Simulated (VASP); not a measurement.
BN (zinc blende), at 0.96 of the tabulated volume:

```xyz
2
Lattice="0.0000 1.7831 1.7831 1.7831 0.0000 1.7831 1.7831 1.7831 0.0000" Properties=species:S:1:pos:R:3 pbc="T T T"
B      0.0000     0.0000     0.0000
N      0.8915     0.8915     0.8915
```

The lowest empty band near X, direction across the valley's axis, from PBE with spin-orbit coupling in VASP (PAW); its two spin partners are averaged. The gap over the points computed is 4.49 eV, and the next band on that side lies 4.96 eV away at the edge.

Settings: 520 eV cut-off, 14×14×14 Γ-centred mesh, Gaussian smearing of 0.050 eV, potentials B N.

```json
[
 {"distance from the edge in k (1/Å)": "0.018", "distance in energy (meV)": "4.2"},
 {"distance from the edge in k (1/Å)": "0.025", "distance in energy (meV)": "8.0"},
 {"distance from the edge in k (1/Å)": "0.035", "distance in energy (meV)": "15.7"},
 {"distance from the edge in k (1/Å)": "0.050", "distance in energy (meV)": "32.1"},
 {"distance from the edge in k (1/Å)": "0.070", "distance in energy (meV)": "62.7"}
]
```

Task: Fit E(1 + αE) = ħ²k²/2m* (ħ²/2m0 = 3.810 eV Å²) and predict the row at 0.095 1/Å.

Result: The rows don't resolve α, so a parabola serves: the electron mass is m* = 0.298 m0, and so 115.6 meV. The run gave 115.1 meV, -0.5 meV from the fit.

Left out are points under 3 meV from the edge, since the levels carry 0.1 meV, and points farther than half the way to the next band.

The compound is BN in the zinc blende structure. The cell was not relaxed at this level.
